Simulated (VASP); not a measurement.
```xyz
2
Lattice="0.0000 3.3048 3.3048 3.3048 0.0000 3.3048 3.3048 3.3048 0.0000" Properties=species:S:1:pos:R:3 pbc="T T T"
Cd     0.0000     0.0000     0.0000
Te     1.6524     1.6524     1.6524
```

The base run (VASP): PBE GGA, plane waves, VASP's PBE PAW potentials (set 64). Run with 400 eV cut-off, 6×6×6 Γ-centred mesh, Gaussian smearing of 0.050 eV, potentials Cd Te.

One setting is varied; ΔE counts from the most expensive setting. The base run took about 20 core-seconds. Costs are core time on shared hosts, one run each; read them as rough ratios.

The pressure holds a Pulay error that falls with the cut-off, as the column shows.

```tsv
setting	cost over the base run	electronic steps	ΔE (meV/atom)	pressure (GPa)
ENCUT = 200	within a factor of 2	13	332.5	-34.01
ENCUT = 250	within a factor of 2	12	10.7	-3.37
base run	reference	13	1.0	-0.03
ENCUT = 450	within a factor of 2	13	0.3	0.17
ENCUT = 550	within a factor of 2	13	0.0	0.25
ENCUT = 750	about 2 times	13	0.0	0.26
ENCUT = 650	about 2 times	13	0.1	0.23
ENCUT = 800	about 3 times	13	0.0	0.26
```

Left out are runs that failed, have no time on record or changed the cell.

The compound is CdTe in the zinc blende structure. The cell was not relaxed at this level.
